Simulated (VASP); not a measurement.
An input for Ansatz (written as the equivalent of a VASP run, and not itself run):

Ansatz 0.2 input:
```yaml
crystal:
  lattice:
    - [0.0000000, 3.0388039, 3.0388039]
    - [3.0388039, 0.0000000, 3.0388039]
    - [3.0388039, 3.0388039, 0.0000000]
  atoms:
    - { symbol: Ni, position: [0.5000000, 0.5000000, 0.5000000] }
    - { symbol: Ni, position: [0.2500000, 0.2500000, 0.2500000] }
    - { symbol: Ni, position: [0.7500000, 0.7500000, 0.7500000] }
    - { symbol: Sn, position: [0.0000000, 0.0000000, 0.0000000] }
kpoints:
  mp_grid: { grid: [8, 8, 8] }
hamiltonian:
  xc: pbesol
  pseudopotentials: { kind: paw }
scf:
  occupations: { method: methfessel_paxton, width: 0.1 }
  max_iter: 100
relax:
  max_steps: 30
  f_tol: 0.01
output: { forces: true, stress: true, eigenvalues: true }
```

### Question
Write the VASP files for the same calculation (PBEsol).

### Answer
Several could match; the one computed here: 
### INCAR
```
# general
SYSTEM =Ni3Sn
PREC   =Accurate
ENCUT  =480   # plane-wave cut-off (eV)
LREAL  =.FALSE.   # projection in real space or not
LASPH  =.TRUE.   # aspherical one-centre terms

# electronic loop
EDIFF  =1E-7   # SCF stop (eV)
NELM   =100   # most electronic steps
ALGO   =Normal
LMAXMIX=4

# smearing
ISMEAR =1
SIGMA  =0.1   # width (eV)

# functional
GGA    =PS   # PBEsol

# ions
IBRION =2   # conjugate gradients
NSW    =30
ISIF   =2   # forces and stress, cell fixed
EDIFFG =-0.01

# output
LWAVE  =.FALSE.
LCHARG =.FALSE.
```

KPOINTS:
```
Automatic mesh
0
gamma
8 8 8
```

**POSCAR**
```
Ni3Sn
1.0
  0.0000000000   3.0388038975   3.0388038975
  3.0388038975   0.0000000000   3.0388038975
  3.0388038975   3.0388038975   0.0000000000
Ni Sn
3 1
Cart
  3.0388038975   3.0388038975   3.0388038975
  1.5194019487   1.5194019487   1.5194019487
  4.5582058462   4.5582058462   4.5582058462
  0.0000000000   0.0000000000   0.0000000000
```

POTCAR, in this order: Ni Sn_d (PBE.64 set). Program: vasp_std.

Limits of the translation: each code has its own PAW files, so the cut-off isn't converted (ENCUT is set for VASP's; basis.ecutwfc is left out, and Ansatz then takes the one that its files recommend); Ansatz stops its SCF on the density residual and VASP on the energy change (EDIFF).

The structure comes from a computed database's Ni3Sn entry (Fm-3m); how it stands against other phases isn't given here. This cell was strained or had an atom moved on purpose.
